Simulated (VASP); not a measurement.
These are PBEsol GGA, VASP's PBE PAW potentials (set 64) (plane waves; VASP) values and carry that method's errors.

Input for VASP

### KPOINTS_OPT
```
k-points along high-symmetry lines
5
Line-mode
Reciprocal
  0.000000   0.000000   0.000000 ! GAMMA
  0.500000   0.500000   0.000000 ! Y

  0.500000   0.500000   0.000000 ! Y
  0.381808   0.618192   0.000000 ! F_0

 -0.381808   0.381808   0.000000 ! DELTA_0
  0.000000   0.000000   0.000000 ! GAMMA

  0.000000   0.000000   0.000000 ! GAMMA
  0.000000   0.000000   0.500000 ! Z

  0.000000   0.000000   0.500000 ! Z
 -0.381808   0.381808   0.500000 ! B_0

  0.381808   0.618192   0.500000 ! G_0
  0.500000   0.500000   0.500000 ! T

  0.500000   0.500000   0.500000 ! T
  0.500000   0.500000   0.000000 ! Y

  0.000000   0.000000   0.000000 ! GAMMA
  0.000000   0.500000   0.000000 ! S

  0.000000   0.500000   0.000000 ! S
  0.000000   0.500000   0.500000 ! R

  0.000000   0.500000   0.500000 ! R
  0.000000   0.000000   0.500000 ! Z

  0.000000   0.000000   0.500000 ! Z
  0.500000   0.500000   0.500000 ! T
```

POSCAR:
```
Pd3S
1
    3.6843550000    -2.6752400000     0.0000000000
    3.6843550000     2.6752400000     0.0000000000
    0.0000000000     0.0000000000     6.4163400000
Pd S
6 2
Direct
  0.9593600000   0.6511600000   0.7500000000
  0.0406400000   0.3488400000   0.2500000000
  0.6511600000   0.9593600000   0.2500000000
  0.3488400000   0.0406400000   0.7500000000
  0.5000000000   0.5000000000   0.0000000000
  0.5000000000   0.5000000000   0.5000000000
  0.1916900000   0.8083100000   0.2500000000
  0.8083100000   0.1916900000   0.7500000000
```

### INCAR
```
! general
SYSTEM   =  Pd3S
PREC     =  Accurate
ENCUT    =  300
LREAL    =  .FALSE.
LASPH    =  .TRUE.

! electronic loop
EDIFF    =  1E-6
NELM     =  100
ALGO     =  Normal
LMAXMIX  =  4

! smearing
ISMEAR   =  -1
SIGMA    =  0.1

! functional
GGA      =  PS

! ions
ISIF     =  2

! output
LWAVE    =  .FALSE.
LCHARG   =  .FALSE.
```

**KPOINTS**
```
kpoints
0
G
 5 5 3
0 0 0
```

POTCAR, in this order: Pd S (PBE.64 set). Program: vasp_std.

At this cut-off the stress carries a Pulay error, which pulls relaxed volumes low.

What does the run give for the energy per atom (σ→0), pressure, largest force, band gap (over mesh and band path)?

```yaml
energy per atom (σ→0): -5.821 eV/atom
band gap (over mesh and band path): none (metal, semimetal or under 0.01 eV)
pressure: -5.24 GPa
largest_force: 0.076 eV/Å
```

### OSZICAR
```
...
DAV:  13    -0.466247141576E+02    0.76420E-04   -0.28226E-04  1747   0.185E-01    0.120E-02
DAV:  14    -0.466247156117E+02   -0.14540E-05   -0.21463E-05  1652   0.349E-02    0.802E-03
DAV:  15    -0.466247155690E+02    0.42718E-07   -0.75700E-07   855   0.790E-03
   1 F= -.46624716E+02 E0= -.46567712E+02  d E =-.114008E+00
       N       E                     dE             ncg
       N       E                     dE             ncg
       N       E                     dE             ncg
       N       E                     dE             ncg
```

The structure comes from a computed database's Pd3S entry (Cmcm); how it stands against other phases isn't given here. The cell was not relaxed at this level. The k-mesh is coarse (spacing up to 0.33 per Å, 2π included), so the numbers may not be converged in it.
